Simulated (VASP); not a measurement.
All values below come from r2SCAN meta-GGA, VASP's PBE PAW potentials (set 64) (plane waves; VASP).

VASP input:

INCAR:
```
! general
SYSTEM   =  Pt3Ti
PREC     =  Accurate
ENCUT    =  480
LREAL    =  .False.
LASPH    =  .True.

! electronic loop
EDIFF    =  1E-6
NELM     =  100
ALGO     =  Normal
LMAXMIX  =  6
LMIXTAU  =  .True.

! smearing
ISMEAR   =  1
SIGMA    =  0.1

! functional
METAGGA  =  R2SCAN

! ions
IBRION   =  2
NSW      =  60
ISIF     =  3
EDIFFG   =  -0.02

! output
LWAVE    =  .False.
LCHARG   =  .False.
```

File POSCAR:
```
Pt3Ti
1
    3.9251585116    -0.0000000000     0.0000000000
   -0.0000000000     3.9251585116    -0.0000000000
    0.0000000000    -0.0000000000     3.9251585116
Ti Pt
1 3
Direct
  0.0000000000   0.0000000000   0.0000000000
  0.0000000000   0.5000000000   0.5000000000
  0.5000000000   0.0000000000   0.5000000000
  0.5000000000   0.5000000000   0.0000000000
```

File KPOINTS:
```
Automatic mesh
0
Gamma
7 7 7
0 0 0
```

POTCAR, in this order: Ti_sv Pt (PBE.64 set). Program: vasp_std.

Unless said otherwise, spin-orbit coupling is left out, though it shifts the bands of the heavy elements here.

Predict the energy per atom (σ→0), band gap (on the k-mesh).

```json
{
  "energy per atom (σ→0)": "-42.784 eV/atom",
  "band gap (on the k-mesh)": "none (metal, semimetal or under 0.01 eV)"
}
```

### OSZICAR
```
...
DAV:  15    -0.171137120346E+03    0.58169E-05   -0.85287E-05  1266   0.754E-02    0.278E-02
DAV:  16    -0.171137138390E+03   -0.18044E-04   -0.19673E-04  1339   0.982E-02    0.197E-02
DAV:  17    -0.171137145214E+03   -0.68243E-05   -0.35453E-05  1058   0.461E-02    0.171E-02
DAV:  18    -0.171137148782E+03   -0.35684E-05   -0.84789E-07   757   0.708E-03    0.156E-02
DAV:  19    -0.171137161115E+03   -0.12332E-04   -0.20877E-05  1280   0.301E-02    0.479E-03
DAV:  20    -0.171137162155E+03   -0.10403E-05   -0.19818E-06   735   0.124E-02    0.116E-03
DAV:  21    -0.171137162134E+03    0.21125E-07   -0.36550E-07   511   0.497E-03
   1 F= -.17113716E+03 E0= -.17113713E+03  d E =-.171137E+03
```

The compound is Pt3Ti in the L1_2 structure. It was relaxed first. The start is the result of an earlier pass.
